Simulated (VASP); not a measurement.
# XPS shifts in Al7Ag, part 3 of 3

Which atoms of Al7Ag bind their core electrons more tightly, and does the hole change the order?

VASP 6.6.1, plane waves and PAW; the level of theory is named at each step.

So far. Step 4 (Core hole, atom Al3, shell 2p): This is the reference for holes on Al. Step 5 (Core hole, atom Al5, shell 2p): Against the hole on Al3 the energy differs by -0.05 eV.

### Step 6. Core hole, atom Ag15, shell 3d

This step: final-state core hole with the electron kept at the Fermi level, PBE; plane waves and PAW (Ag, Al, Ag) (VASP 6.6.1).

System of this step: Al7Ag. The structure is monoclinic, space group C2/m (No. 12). Conventional cell: a = 9.929 Å, b = 11.465 Å, c = 4.965 Å, α = 90.00°, β = 109.47°, γ = 90.00°. Nearest to Ag lie 11 Al at 2.85 to 2.90 Å and 1 Ag at 2.91 Å. Nearest to Al lie 9 Al at 2.83 to 2.91 Å and 3 Ag at 2.87 to 2.90 Å. Al has 11 Al at 2.83 to 2.90 Å and 1 Ag at 2.86 Å nearest. Nearest to Al lie 11 Al at 2.84 to 2.87 Å and 1 Ag at 2.88 Å. Al has 1 Ag at 2.85 Å and 11 Al at 2.85 to 2.88 Å nearest. It derives from Ag. Random alloy: site Ag, solute Al, share 0.875, order random, lattice volume linear between typed atomic volumes. Farther neighbours are not listed.

A core electron of Ag15 (3d) is moved to the Fermi level; this atom comes first in POSCAR as a species of its own.

INCAR reads:

```
SYSTEM = Al7Ag
PREC = Normal
ENCUT = 330
EDIFF = 1E-05
NELM = 120
ISMEAR = 0
SIGMA = 0.1
LREAL = Auto
ALGO = Fast
GGA = PE
NBANDS = 48
LASPH = .TRUE.
LWAVE = .FALSE.
LCHARG = .FALSE.
KPAR = 8
ICORELEVEL = 2
CLNT = 1
CLN = 3
CLL = 2
CLZ = 1
ISIF = 0
```

POSCAR reads:

```
Al7Ag
1.0
   -8.1070347795      0.0000000000      0.0000000000
    6.0802760846     -6.0802760846      4.0535173898
    8.1070347795      8.1070347795      0.0000000000
Ag Al Ag
1 14 1
Direct
    0.0007493118      0.9977618280      0.7503746559
    0.9994990733      0.4993208658      0.1230147892
    0.9994990733      0.4993208658      0.3764842840
    0.0018340628      0.5018451462      0.6246611528
    0.0018340628      0.5018451462      0.8771729100
    0.9995324530      0.0000750868      0.0006423017
    0.0006881930      0.0011842299      0.2503440965
    0.9995324530      0.0000750868      0.4988901513
    0.5005009267      0.5006791342      0.1269852108
    0.4981659372      0.4981548538      0.3728270900
    0.4981659372      0.4981548538      0.6253388472
    0.5005009267      0.5006791342      0.8735157160
    0.4993118070      0.9988157701      0.9996559035
    0.5004675470      0.9999249132      0.2493576983
    0.5004675470      0.9999249132      0.7511098487
    0.4992506882      0.0022381720      0.4996253441
```

KPOINTS reads:

```
Automatic mesh
0
Gamma
8 5 8
0 0 0
```

PAW data sets: Ag, Al and Ag (PBE family, release 64).

Launch:

```bash
mpirun -np 8 vasp_std
```

The program printed:

```text
[banner, memory and clock lines left out]
running    8 mpi-ranks, on    1 nodes
[...]
[... a notice as in an earlier step ...]

 LDA part: xc-table for (Slater+PW92), standard interpolation
 POSCAR, INCAR and KPOINTS ok, starting setup
[...]
entering main loop
       N       E                     dE             d eps       ncg     rms          rms(c)
DAV:   1    -0.539175968631E+02   -0.53918E+02   -0.19119E+04  8976   0.773E+02
DAV:   2    -0.228947454443E+03   -0.17503E+03   -0.16476E+03 10328   0.157E+02
DAV:   3    -0.235658709608E+03   -0.67113E+01   -0.65448E+01 11016   0.267E+01
DAV:   4    -0.235731474633E+03   -0.72765E-01   -0.72580E-01 10392   0.310E+00
[...]
RMM:  12    -0.232816371122E+03   -0.68144E-05   -0.90347E-04  9877   0.117E-01    0.489E-02
RMM:  13    -0.232816356399E+03    0.14723E-04   -0.16056E-04 10063   0.503E-02    0.188E-02
RMM:  14    -0.232816362019E+03   -0.56207E-05   -0.41961E-05  7966   0.244E-02
   1 F= -.23281636E+03 E0= -.23280191E+03  d E =-.289053E-01
```

Wall time 61 s (8 MPI ranks of AMD EPYC 9R45, shared host); peak memory 4.3 GiB.

From OUTCAR (step 6):

```text
 POSITION                                       TOTAL-FORCE (eV/Angst)
 -----------------------------------------------------------------------------------
     12.14391      0.01665      4.04444         0.139051     -0.139051     -0.016809
     -4.06968     -2.03872      2.02401        -0.183302     -0.156760     -0.010401
     -2.01479      0.01616      2.02401         0.156760      0.183302     -0.010401
      8.10064      2.01279      2.03424         0.056335      0.048008      0.003947
     10.14776      4.05991      2.03424        -0.048008     -0.056335      0.003947
     -8.09758      0.00475      0.00030         0.179790      0.212377     -0.006540
      2.03117      2.02235      0.00480         0.019367     -0.019367      0.024653
     -4.05827      4.04406      0.00030        -0.212377     -0.179790     -0.006540
      0.01616     -2.01479      2.02951         0.156189     -0.041652      0.183000
      2.01279     -0.00640      2.01928        -0.160162      0.050622     -0.189183
      4.05991      2.04072      2.01928        -0.050622      0.160162     -0.189183
      6.06831      4.03735      2.02951         0.041652     -0.156189      0.183000
     10.12938      2.03117      4.04872        -0.226973      0.226973      0.012353
      4.04406     -4.05827      4.05321         0.005585     -0.034525      0.003974
      8.11179      0.00945      4.05321         0.034525     -0.005585      0.003974
      0.01665      4.03687      0.00907         0.092191     -0.092191      0.010209
 -----------------------------------------------------------------------------------
    total drift:                                0.001193     -0.001087      0.003551

  FREE ENERGIE OF THE ION-ELECTRON SYSTEM (eV)
  ---------------------------------------------------
  free  energy   TOTEN  =      -232.8163620192 eV

  energy  without entropy=     -232.7874566818  energy(sigma->0) =     -232.80190935

[... 2 parts as in an earlier step ...]

[... 1 further part left out ...]
[key lines of the parts left out:]
E-fermi :   8.2304
```

This is the reference for holes on Ag.

### Step 7. Core hole, atom Ag16, shell 3d

The same hole on the next atom.

INCAR is that of step 6.

Changes to POSCAR since step 6:

```diff
@@ -8,3 +8,3 @@
 Direct
-    0.0007493118      0.9977618280      0.7503746559
+    0.4992506882      0.0022381720      0.4996253441
     0.9994990733      0.4993208658      0.1230147892
@@ -23,2 +23,2 @@
     0.5004675470      0.9999249132      0.7511098487
-    0.4992506882      0.0022381720      0.4996253441
+    0.0007493118      0.9977618280      0.7503746559
```

KPOINTS is that of step 6.

Launch:

```bash
mpirun -np 8 vasp_std
```

The program printed:

```text
[... set-up lines as in an earlier step ...]
 entering main loop
       N       E                     dE             d eps       ncg     rms          rms(c)
DAV:   1    -0.534899378579E+02   -0.53490E+02   -0.19112E+04  8936   0.773E+02
DAV:   2    -0.228899536111E+03   -0.17541E+03   -0.16510E+03 10320   0.157E+02
DAV:   3    -0.235658111322E+03   -0.67586E+01   -0.65888E+01 11016   0.267E+01
DAV:   4    -0.235731955104E+03   -0.73844E-01   -0.73663E-01 10352   0.310E+00
[...]
RMM:  12    -0.232816720973E+03   -0.70927E-05   -0.90105E-04  9879   0.117E-01    0.490E-02
RMM:  13    -0.232816706162E+03    0.14811E-04   -0.15992E-04 10066   0.502E-02    0.189E-02
RMM:  14    -0.232816711801E+03   -0.56391E-05   -0.42090E-05  7967   0.244E-02
   1 F= -.23281671E+03 E0= -.23280226E+03  d E =-.289052E-01
```

The job ended after 63 s (8 MPI ranks; peak memory 4.3 GiB).

Parts of OUTCAR (step 7):

```text
 POSITION                                       TOTAL-FORCE (eV/Angst)
 -----------------------------------------------------------------------------------
      0.01665      4.03687      0.00907        -0.137456      0.137456      0.019466
     -4.06968     -2.03872      2.02401        -0.160547      0.038067     -0.185045
     -2.01479      0.01616      2.02401        -0.038067      0.160547     -0.185045
      8.10064      2.01279      2.03424         0.045998     -0.164147      0.189969
     10.14776      4.05991      2.03424         0.164147     -0.045998      0.189969
     -8.09758      0.00475      0.00030        -0.000950      0.039373     -0.004016
      2.03117      2.02235      0.00480         0.225446     -0.225446     -0.014179
     -4.05827      4.04406      0.00030        -0.039373      0.000950     -0.004016
      0.01616     -2.01479      2.02951         0.178935      0.153157      0.008355
      2.01279     -0.00640      2.01928         0.051965      0.060930     -0.003181
      4.05991      2.04072      2.01928        -0.060930     -0.051965     -0.003181
      6.06831      4.03735      2.02951        -0.153157     -0.178935      0.008355
     10.12938      2.03117      4.04872        -0.020888      0.020888     -0.026454
      4.04406     -4.05827      4.05321        -0.175111     -0.207493      0.006504
      8.11179      0.00945      4.05321         0.207493      0.175111      0.006504
     12.14391      0.01665      4.04444        -0.087506      0.087506     -0.004003
 -----------------------------------------------------------------------------------
    total drift:                                0.005778     -0.005884      0.006150

  FREE ENERGIE OF THE ION-ELECTRON SYSTEM (eV)
  ---------------------------------------------------
  free  energy   TOTEN  =      -232.8167118008 eV

  energy  without entropy=     -232.7878066160  energy(sigma->0) =     -232.80225921

[... 2 parts as in an earlier step ...]

[... 1 further part left out ...]
[key lines of the parts left out:]
E-fermi :   8.2304
```

Against the hole on Ag15 the energy differs by +0.00 eV.

### Step 8. Summary

This step: core-level shifts, PBE; plane waves and PAW (VASP 6.6.1).

Derived from the runs above.

A positive shift is a higher binding energy. Cost is wall time times ranks on a shared host. Core-level shifts:

```csv
atom,region,shell,Kohn-Sham level below the Fermi level (eV),initial-state shift (eV),final-state shift (eV),shifts are from,cost (core minutes)
Al3,,2p,64.98,0,0,Al3,14.67
Al5,,2p,64.94,-0.048,-0.05359,Al3,15.47
Ag15,,3d,356.9,0,0,Ag15,8.13
Ag16,,3d,356.9,0,-3.50e-4,Ag15,8.4
```

### Step 9. Summary of results

```json
{
  "Al5 2p, from Al3": "initial state -0.05 eV, final state -0.05 eV"
}
```

What this shows: Against Al3, Al5 is shifted by -0.05 eV in the initial state and by -0.05 eV with the hole (energies extrapolated to zero smearing). Ag16 has the level of the reference atom in both states, as equivalent sites do. Only these atoms were given a hole, so other sites aren't ranked. The difference of the two pictures holds the screening of the hole, but also the cell's limits: holes repeat 5.0 Å apart, and the electron from the core stays in the cell, where it moves the Fermi energy by +0.04 to +0.07 eV; that is about as much as the final-state shift of Al5, or more, so there size and sign aren't settled. Cell size, mesh and smearing weren't varied between the hole runs. The other core electrons are frozen, spin-orbit splitting and multiplets are absent, and only shifts between atoms of one element are meaningful. Not tabulated here, as repeats of values shown or as unfit to read for their mesh, reference level or band range: core levels (core hole).

[Lines on the potential files, build, host, timing and source positions are cut from VASP's logs without a mark.]

[Logs are printed without paths, hosts, clocks, repeated set-up lines and the standing remarks that a program may print on its own settings, such as how far it seeks lower states.]

[Hosts, paths, dates, database ids (printed as entryN), source tags and the programs' standing remarks are cut or masked in the printed files.]
